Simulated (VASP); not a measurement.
# InGaO (P-6m2) in VASP: relaxation of cell and atoms with PBE

Aim: the relaxation of cell and atoms of InGaO with PBE.

Everything below comes from runs of VASP 6.6.1. Logs are shortened: lines on timing, memory, paths and dates and some standing lists are left out, and cuts for length are marked.

## (1) The crystal as given

Symmetry: P-6m2, No. 187, hexagonal system. The conventional cell has a = 4.132 Å, b = 4.132 Å, c = 3.588 Å, α = 90.00°, β = 90.00°, γ = 120.00°. In (site symmetry -6m2) has 6 Ga at 2.98 Å and 6 O at 2.98 Å as nearest neighbours. Around Ga (site symmetry -6m2) lie 3 O at 2.39 Å. O (site symmetry -6m2) has 3 Ga at 2.39 Å as nearest neighbours.

The cell was built by a generator and needn't be a form met in nature.

## (2) Relaxation of cell and atoms, PBE

The input, INCAR:

```
SYSTEM = InGaO
PREC     = Normal         ! precision mode
ENCUT    = 520            ! plane-wave cutoff, eV
EDIFF    = 1E-4           ! SCF threshold, eV
ISMEAR   = 0              ! smearing method
SIGMA    = 0.15           ! smearing width, eV
LREAL    = .FALSE.        ! projectors in reciprocal space
LASPH    = .TRUE.         ! aspherical terms in the spheres
NELM     = 60             ! most SCF steps
ALGO     = Fast           ! electronic algorithm
ISIF     = 3              ! what is computed and relaxed
LWAVE    = .FALSE.        ! write WAVECAR
LCHARG   = .FALSE.        ! write CHGCAR
GGA      = PE             ! functional
IBRION   = 2              ! ionic algorithm
NSW      = 24             ! ionic steps
EDIFFG   = -0.08          ! ionic threshold
```

The input, KPOINTS:

```
regular mesh
0
G
  4 4 4
  0 0 0
```

The input, POSCAR:

```
InGaO
1.0
    4.1318464700      0.0000000000      0.0000000000
   -2.0659232300      3.5782840000      0.0000000000
    0.0000000000      0.0000000000      3.5878650900
In Ga O
1 1 1
Direct
    0.0000000000      0.0000000000      0.0000000000
    0.6666666700      0.3333333300      0.5000000000
    0.3333333300      0.6666666700      0.5000000000
```

Potentials or basis: VASP PAW PBE potentials, release 64 (In_d, Ga_d, O).

Run with:

```
$ cat potpaw_PBE.64/In_d/POTCAR potpaw_PBE.64/Ga_d/POTCAR potpaw_PBE.64/O/POTCAR > POTCAR
$ mpirun -np 1 vasp_std > vasp.out
```

OUTCAR:

```text
SYSTEM = InGaO
   PREC = Normal
   ENCUT = 520
   EDIFF = 1E-4
   ISMEAR = 0
   LREAL = .FALSE.
   LASPH = .TRUE.
   NELM = 60
   ISIF = 3
   GGA = PE
   IBRION = 2
   NSW = 24
   EDIFFG = -0.08

 ion  position               nearest neighbor table
   1  0.000  0.000  0.000-   2 2.98   3 2.98   2 2.98   3 2.98   3 2.98   3 2.98   2 2.98   2 2.98
                             2 2.98   2 2.98   3 2.98   3 2.98
   2  0.667  0.333  0.500-   3 2.39   3 2.39   3 2.39   1 2.98   1 2.98   1 2.98   1 2.98   1 2.98
                             1 2.98
   3  0.333  0.667  0.500-   2 2.39   2 2.39   2 2.39   1 2.98   1 2.98   1 2.98   1 2.98   1 2.98
                             1 2.98

  LATTYP: Found a hexagonal cell.
 ALAT       =     4.1318464700
 C/A-ratio  =     0.8683442417

  Lattice vectors:

 A1 = (   4.1318464700,   0.0000000000,   0.0000000000)
 A2 = (  -2.0659232300,   3.5782840000,   0.0000000000)
 A3 = (   0.0000000000,   0.0000000000,   3.5878650900)

Analysis of symmetry for initial positions (statically):
=====================================================================
 Subroutine PRICEL returns:
 Original cell was already a primitive cell.

 Routine SETGRP: Setting up the symmetry group for a
 hexagonal supercell.

 Subroutine GETGRP returns: Found 12 space group operations
 (whereof 12 operations were pure point group operations)
 out of a pool of 24 trial point group operations.

The static configuration has the point symmetry D_3h.

Analysis of symmetry for dynamics (positions and initial velocities):
=====================================================================
 Subroutine PRICEL returns:
 Original cell was already a primitive cell.

 Routine SETGRP: Setting up the symmetry group for a
 hexagonal supercell.

 Subroutine GETGRP returns: Found 12 space group operations
 (whereof 12 operations were pure point group operations)
 out of a pool of 24 trial point group operations.

The dynamic configuration has the point symmetry D_3h.

 Subroutine INISYM returns: Found 12 space group operations
 (whereof 12 operations are pure point group operations),
 and found     1 'primitive' translations

----------------------------------------------------------------------------------------

                                     Primitive cell

  volume of cell :      53.0463

  direct lattice vectors                    reciprocal lattice vectors
     4.131846470  0.000000000  0.000000000     0.242022545  0.139731782  0.000000000
    -2.065923230  3.578284000  0.000000000     0.000000000  0.279463564  0.000000000
     0.000000000  0.000000000  3.587865090     0.000000000  0.000000000  0.278717280

  length of vectors
     4.131846470  4.131846461  3.587865090     0.279463563  0.279463564  0.278717280

  position of ions in fractional coordinates (direct lattice)
     0.000000000  0.000000000  0.000000000
     0.666666670  0.333333330  0.500000000
     0.333333330  0.666666670  0.500000000

  ion indices of the primitive-cell ions
   primitive index   ion index
                 1           1
                 2           2
                 3           3

----------------------------------------------------------------------------------------

 KPOINTS: regular mesh

Automatic generation of k-mesh.
 Grid dimensions read from file:
 generate k-points for:    4    4    4

 Generating k-lattice:

  Cartesian coordinates                     Fractional coordinates (reciprocal lattice)
     0.060505636  0.034932945  0.000000000     0.250000000 -0.000000000  0.000000000
     0.000000000  0.069865891  0.000000000     0.000000000  0.250000000  0.000000000
     0.000000000  0.000000000  0.069679320     0.000000000  0.000000000  0.250000000

  Length of vectors
     0.069865891  0.069865891  0.069679320

  Shift w.r.t. Gamma in fractional coordinates (k-lattice)
     0.000000000  0.000000000  0.000000000

 Subroutine IBZKPT returns following result:
 ===========================================

 Found     12 irreducible k-points:

 Following reciprocal coordinates:
            Coordinates               Weight
  0.000000  0.000000  0.000000      1.000000
  0.250000  0.000000  0.000000      6.000000
  0.500000  0.000000  0.000000      3.000000
  0.250000  0.250000  0.000000      6.000000
  0.000000  0.000000  0.250000      2.000000
  0.250000  0.000000  0.250000     12.000000
  0.500000  0.000000  0.250000      6.000000
  0.250000  0.250000  0.250000     12.000000
  0.000000  0.000000  0.500000      1.000000
  0.250000  0.000000  0.500000      6.000000
  0.500000  0.000000  0.500000      3.000000
  0.250000  0.250000  0.500000      6.000000
   k-points           NKPTS =     12   k-points in BZ     NKDIM =     12   number of bands    NBANDS=     20
   number of dos      NEDOS =    301   number of ions     NIONS =      3
   total plane-waves  NPLWV =  11520
   dimension x,y,z NGX =    24 NGY =   24 NGZ =   20
   dimension x,y,z NGXF=    48 NGYF=   48 NGZF=   40
   ions per type =               1   1   1
   NGX,Y,Z   is equivalent  to a cutoff of   9.66,  9.66,  9.27 a.u.
   NGXF,Y,Z  is equivalent  to a cutoff of  19.31, 19.31, 18.53 a.u.
 SYSTEM =  InGaO
   PREC   = normal    normal or accurate (medium, high low for compatibility)
   ISTART =      0    job   : 0-new  1-cont  2-samecut
   ICHARG =      2    charge: 1-file 2-atom 10-const
   ISPIN  =      1    spin polarized calculation?
   LNONCOLLINEAR =      F non collinear calculations
   LSORBIT =      F    spin-orbit coupling
   LASPH  =      T    aspherical Exc in radial PAW
   ENCUT  =  520.0 eV  38.22 Ry    6.18 a.u.   7.68  7.68  6.67*2*pi/ulx,y,z
   NELM   =     60;   NELMIN=  2; NELMDL= -5     # of ELM steps
   EDIFF  = 0.1E-03   stopping-criterion for ELM
   LREAL  =      F    real-space projection
   EDIFFG = -.8E-01   stopping-criterion for IOM
   NSW    =     24    number of steps for IOM
   IBRION =      2    ionic relax: 0-MD 1-quasi-New 2-CG
   NFREE  =      1    steps in history (QN), initial steepest desc. (CG)
   ISIF   =      3    stress and relaxation
   ISYM   =      2    0-nonsym 1-usesym 2-fastsym
   POTIM  = 0.5000    time-step for ionic-motion
   TEBEG  =    0.0;   TEEND  =   0.0 temperature during run
   PSTRESS=    0.0 pullay stress
   NELECT =      32.0000    total number of electrons
   NUPDOWN=      -1.0000    fix difference up-down
   EMIN   =  10.00;   EMAX   =-10.00  energy-range for DOS
   EFERMI =   0.00;   METHOD = LEGACY
   ISMEAR =     0;   SIGMA  =   0.15  broadening in eV -4-tet -1-fermi 0-gaus
   EFERMI_NEDOS =   21; number of points for ismear=-14 and -15
   IALGO  =     68    algorithm
   IMIX   =      4    mixing-type and parameters
     AMIX     =   0.40;   BMIX     =  1.00
     AMIX_MAG =   1.60;   BMIX_MAG =  1.00
  volume/ion in A,a.u.               =      17.68       119.32
  Fermi-wavevector in a.u.,A,eV,Ry     =   1.383268  2.613998 26.033816  1.913432
  Thomas-Fermi vector in A             =   2.507882
   LORBIT       =      0    0 simple, 1 ext, 2 COOP (PROOUT), +10 PAW based schemes
   GGA     = PE    functional components
   LHFCALC =     F    Hartree Fock is set to
   AEXX    =    0.0000 exact exchange contribution
   IVDW    =     0    specifies the selected vdW correction
   LEPSILON=     F    determine dielectric tensor
   LRPA    =     F    only Hartree local field effects (RPA)
 conjugate gradient relaxation of ions
 non-spin polarized calculation
 RMM-DIIS sequential band-by-band and
 Gauss-broadening in eV      SIGMA  =   0.15
  energy-cutoff  :      520.00
  volume of cell :       53.05
 maximum number of plane-waves:      1459
   NGX = 15   NGY = 15   NGZ = 13

--------------------------------------- Ionic step        1  -------------------------------------------

 number of electron      31.9999943 magnetization

 Free energy of the ion-electron system (eV)
  ---------------------------------------------------
  ext. energy  EPLUGINS =         0.00000000
  ---------------------------------------------------
  free energy    TOTEN  =       -11.23062249 eV

  energy without entropy =      -11.22224170  energy(sigma->0) =      -11.22643209

------------------------ aborting loop because EDIFF is reached ----------------------------------------

  FORCE on cell =-STRESS in cart. coord.  units (eV):
  Direction    XX          YY          ZZ          XY          YZ          ZX
  --------------------------------------------------------------------------------------
  -------------------------------------------------------------------------------------
  Total       -1.3869899     -1.3869899      0.9899668     -0.0000000      0.0000000      0.0000000
  in kB      -41.8917777    -41.8917775     29.9003393     -0.0000001      0.0000000      0.0000000
  external PRESSURE =     -17.9610720 kB  Pullay stress =       0.0000000 kB
[... 92 lines left out ...]
  FREE ENERGIE OF THE ION-ELECTRON SYSTEM (eV)
  ---------------------------------------------------
  free  energy   TOTEN  =       -11.3293282631 eV

  energy  without entropy=      -11.3214917493  energy(sigma->0) =      -11.32541001

[... ionic steps 4 to 13 ...]

--------------------------------------- Ionic step       14  -------------------------------------------

 number of electron      31.9999920 magnetization

------------------------ aborting loop because EDIFF is reached ----------------------------------------

  FORCE on cell =-STRESS in cart. coord.  units (eV):
  Direction    XX          YY          ZZ          XY          YZ          ZX
  --------------------------------------------------------------------------------------
  -------------------------------------------------------------------------------------
  Total        0.1862968      0.1862968     -0.3395373      0.0000000      0.0000000      0.0000000
  in kB        5.6156014      5.6156014    -10.2347798      0.0000000      0.0000000      0.0000000
  external PRESSURE =       0.3321410 kB  Pullay stress =       0.0000000 kB
[... 59 lines left out ...]
  energy  without entropy=      -11.6647798100  energy(sigma->0) =      -11.66885731

--------------------------------------- Ionic step       16  -------------------------------------------

 number of electron      31.9999962 magnetization

 Free energy of the ion-electron system (eV)
  ---------------------------------------------------
  ext. energy  EPLUGINS =         0.00000000
  ---------------------------------------------------
  free energy    TOTEN  =       -11.67529935 eV

  energy without entropy =      -11.66717408  energy(sigma->0) =      -11.67123671

 E-fermi :   6.4438     XC(G=0): -10.5763

 val. band max:        5.9424690507   @ k =   0.2500   0.2500   0.0000
 cond. band min:       6.4445551277   @ k =   0.2500   0.0000   0.0000
 fundamental gap:      0.5020860770
 Fermi energy:         6.4437647429

 k-point     1 :       0.0000    0.0000    0.0000
  band No.  band energies     occupation
      1     -13.0080      2.00000
      2      -8.9577      2.00000
      3      -8.9577      2.00000
      4      -8.8842      2.00000
      5      -8.8842      2.00000
      6      -8.7764      2.00000
[... 12 lines left out ...]
     19      11.0430      0.00000
[... 282 lines left out ...]
  FREE ENERGIE OF THE ION-ELECTRON SYSTEM (eV)
  ---------------------------------------------------
  free  energy   TOTEN  =       -11.6752993453 eV

  energy  without entropy=      -11.6671740818  energy(sigma->0) =      -11.67123671

 reached required accuracy - stopping structural energy minimisation
```

Run time: 51 s. Hardware: 1 thread of Intel Xeon Platinum 8488C (Sapphire Rapids), shared host; peak memory 0.14 GiB.

Results:

```yaml
Free_energy: -11.6753 eV
Relaxed_volume: 17.73 Å³/atom
Relaxed_cell: a = 3.612 Å, b = 3.612 Å, c = 4.709 Å, α = 90.00°, β = 90.00°, γ = 120.00°
Space_group_after_relaxing_to_0.05_Å: P-6m2 (No. 187)
Energy_gained_by_relaxing: 148.2 meV/atom
Ionic_steps: 16
Pressure_after_relaxing: 0.1 GPa
Band_gap_on_the_k_mesh: none (metal or under the smearing width)
```

The path:
```
step  energy change (eV)  largest force (eV/Å)  pressure (GPa)  volume (Å³)
   1              0.0000                0.0000           -1.80        53.05
   2             -0.0634                0.0000            0.24        51.51
   3             -0.0987                0.0000            5.54        48.84
   4             -0.1289                0.0000            5.37        49.00
   5             -0.2100                0.0000            5.42        49.38
   6             -0.3352                0.0000            5.70        49.74
   7             -0.1539                0.0000            6.60        49.05
   8             -0.3759                0.0000            6.08        49.73
   9             -0.3448                0.0000            6.68        49.52
  10             -0.3739                0.0000            6.21        49.66
  11             -0.4404                0.0000           -0.50        53.33
  12             -0.4400                0.0000            0.35        53.01
  13             -0.4402                0.0000            0.21        53.08
  14             -0.4403                0.0000            0.03        53.15
  15             -0.4423                0.0000            0.48        53.17
  16             -0.4447                0.0000            0.13        53.20
```

Final structure:
```
In Ga O
1.0
     3.61179    0.00000    0.00000
    -1.80590    3.12790    0.00000
     0.00000    0.00000    4.70881
In Ga O
1 1 1
Cartesian
  0.0000 0.0000 0.0000
  1.8059 1.0426 2.3544
  0.0000 2.0853 2.3544
```

Caveat: the k mesh is coarse (spacing up to 0.44 Å⁻¹), so the values aren't converged; the relaxation stopped at a loose force limit of 0.08 eV/Å, so its end isn't a converged minimum.
